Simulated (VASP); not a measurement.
```
WSi2
1.0
   -1.58258     1.58258     3.86942
    1.58258    -1.58258     3.86942
    1.58258     1.58258    -3.86942
Si W
2 1
Cartesian
  0.00000   0.00000   5.15163
  0.00000   0.00000   2.58720
  0.00000   0.00000   0.00000
```

The numbers are results of LDA (Ceperley-Alder, Perdew-Zunger), VASP's LDA PAW potentials (set 64) (plane waves; VASP), not measurements. Settings: 500 eV cut-off, 13×13×13 Γ-centred mesh, first-order Methfessel-Paxton smearing of 0.10 eV, potentials Si W_sv.

Task: The ions, cell shape and volume at an external pressure of 10.0 GPa are relaxed. Which structure does the run end with?

Result: 
```
WSi2
1.0
   -1.57218     1.57218     3.84895
    1.57218    -1.57218     3.84895
    1.57218     1.57218    -3.84895
Si W
2 1
Direct
  0.66598   0.66598   0.00000
  0.33402   0.33402   0.00000
  0.00000   0.00000   0.00000
```
Space group I4/mmm (139), at a tolerance of 0.03 Å.

Task: How do energy and volume change from the first to the last step?

Result: The energy (σ→0) changes by +11.1 meV/atom and the volume by -1.8 %, in 5 ionic steps.

| step | E(σ→0) (eV) | max force (eV/Å) | pressure (GPa) | volume (Å³) |
|---|---|---|---|---|
| 1 | -27.3440 | 0.003 | 5.00 | 38.76 |
| 2 | -27.1579 | 0.173 | 22.66 | 36.54 |
| 3 | -27.3124 | 0.052 | 9.93 | 38.08 |
| 4 | -27.3115 | 0.054 | 9.99 | 38.07 |
| 5 | -27.3108 | 0.001 | 10.02 | 38.05 |

The compound is WSi2 in the MoSi2 type structure. This run relaxes it under an external pressure of 10 GPa. Symmetry was kept, so distortions that lower it aren't found.
